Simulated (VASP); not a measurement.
AlN: relaxation of cell and atoms with PBE

Crystal: AlN.

```
Al N
1.0
     3.12783    0.00000    0.00000
    -1.56392    2.70878    0.00000
     0.00000    0.00000    5.01566
Al N
2 2
Direct
  0.66667 0.33333 0.49927
  0.33333 0.66667 0.99927
  0.66667 0.33333 0.88073
  0.33333 0.66667 0.38073
```

The cell is a database's computed one.

```json
{"Program": "VASP 6.6.1", "Task": "relaxation of cell and atoms", "Functional": "PBE", "Potentials or basis": "VASP PAW PBE potentials, release 64 (Al, N)", "Cutoff": "600 eV", "k mesh": "11 × 11 × 6", "Occupations": "gaussian, width 0.02 eV", "Spin": "no spin polarisation", "Further INCAR settings": "ALGO = Normal; EDIFF = 1e-06; IBRION = 2; EDIFFG = -0.005; NSW = 80; ISIF = 3"}
```

The pressure after relaxing is 0.0 GPa and the band gap on the k mesh is 4.06 eV, direct.

Final structure:
```
CELL_PARAMETERS angstrom
3.12783 0.00000 0.00000
-1.56392 2.70878 0.00000
0.00000 0.00000 5.01566
ATOMIC_POSITIONS crystal
Al 0.66667 0.33333 0.49927
Al 0.33333 0.66667 0.99927
N 0.66667 0.33333 0.88073
N 0.33333 0.66667 0.38073
```

Levels at points of the mesh, in eV from the valence-band top:
| k point | band 5 | band 6 | band 7 | band 8 | band 9 | band 10 | band 11 | band 12 |
| --- | --- | --- | --- | --- | --- | --- | --- | --- |
| (0.00, 0.00, 0.00) | -0.84 | -0.20 | -0.20 | 0.00 | 4.06 | 6.53 | 10.47 | 11.05 |
| (0.00, 0.00, 0.50) | -0.53 | -0.53 | -0.53 | -0.53 | 6.33 | 6.33 | 10.18 | 10.18 |

Run time: 28 s on 4 MPI ranks on Intel(R) Xeon(R) Platinum 8375C CPU @ 2.90GHz (Ice Lake), on a shared host, peak memory 0.18 GiB a rank.

Caveat: the relaxation stopped at its first step, so nothing moved; an odd mesh through Γ misses points on the zone boundary, where band edges often lie.
